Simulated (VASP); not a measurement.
An input for Quantum ESPRESSO's pw.x (written as the equivalent of a VASP run, and not itself run):

```
&CONTROL
  calculation = 'scf'
  pseudo_dir = './pseudo'
  outdir = './out'
  tprnfor = .true.
  tstress = .true.
/
&SYSTEM
  ibrav = 0
  nat = 1
  ntyp = 1
  ecutwfc = 74
  occupations = 'tetrahedra'
  input_dft = 'pbesol'
/
&ELECTRONS
  conv_thr = 7.3e-09
  electron_maxstep = 100
/
ATOMIC_SPECIES
  W 183.840 W.upf
CELL_PARAMETERS angstrom
    -1.5786153    1.5786153    1.5786153
     1.5786153   -1.5786153    1.5786153
     1.5786153    1.5786153   -1.5786153
ATOMIC_POSITIONS crystal
  W    0.0000000  0.0000000  0.0000000
K_POINTS automatic
  18 18 18 0 0 0
```

Q: Write the VASP files for the same calculation (PBEsol).

A: Several could match; the one computed here: 
KPOINTS:
```
Automatic mesh
0
gamma
  18 18 18
```

**INCAR**
```
ALGO=Normal
EDIFF=1E-7
ENCUT=400
GGA=PS
ISIF=2
ISMEAR=-5
LASPH=T
LCHARG=T
LMAXMIX=6
LORBIT=11
LREAL=F
LWAVE=F
NEDOS=601
NELM=100
PREC=Accurate
SYSTEM=W
```

### POSCAR
```
W
1
   -1.5786153417     1.5786153417     1.5786153417
    1.5786153417    -1.5786153417     1.5786153417
    1.5786153417     1.5786153417    -1.5786153417
W
1
Direct
  0.0000000000   0.0000000000   0.0000000000
```

POTCAR, in this order: W_sv (PBE.64 set). Program: vasp_std.

What does not carry over: the potentials are each code's own (VASP's PAW set, PseudoDojo norm-conserving files in pw.x), so ENCUT and ecutwfc are chosen apart and not converted; conv_thr bounds pw.x's estimated SCF error, while EDIFF bounds the energy change between steps.

The structure comes from a measured W entry (Im-3m) of the Crystallography Open Database, whose conditions weren't checked. It was relaxed first.
